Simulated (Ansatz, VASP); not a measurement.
**RuSe: VASP beside Ansatz**

```
CELL_PARAMETERS angstrom
3.18769 0.00000 0.00000
0.00000 3.18769 0.00000
0.00000 0.00000 3.18769
ATOMIC_POSITIONS crystal
Ru 0.00000 0.00000 0.00000
Se 0.50000 0.50000 0.50000
```

The cell comes from a database or a generator and needn't be the stable form of this composition.

Alike in both runs: task single point; functional HSE(alpha, omega); k mesh 4 × 4 × 4; occupations fermi-dirac, width 0.05 eV; no spin polarisation.

|  | VASP | Ansatz |
| --- | --- | --- |
| version | VASP 6.6.1 | Ansatz 0.2.0 |
| potentials or method | VASP PAW PBE potentials, release 64 (Ru_pv, Se) | Ansatz PAW |
| plane-wave cutoff (eV) | 520 | 420 |
| valence electrons in the cell | 20 | 32 |

```tsv
	VASP	Ansatz	Ansatz less VASP
gap on the k mesh at the Fermi level (eV)	none	none	-
pressure (GPa)	-14.4	-14.4	+0.08
```

A gap of «none» marks a metal or a gap that the smearing closes. The two sets of potentials don't hold the same shells in valence.

Caveats: the k mesh is coarse (spacing up to 0.49 Å⁻¹), so the values aren't converged, least of all with exact exchange; the PAW data sets were made with another functional, which shifts forces and pressure a little (VASP); the PAW data sets come from PBE, with cores solved anew for the run's functional, which leaves a small shift of forces and pressure (Ansatz); the thresholds are loose for stress (Ansatz).
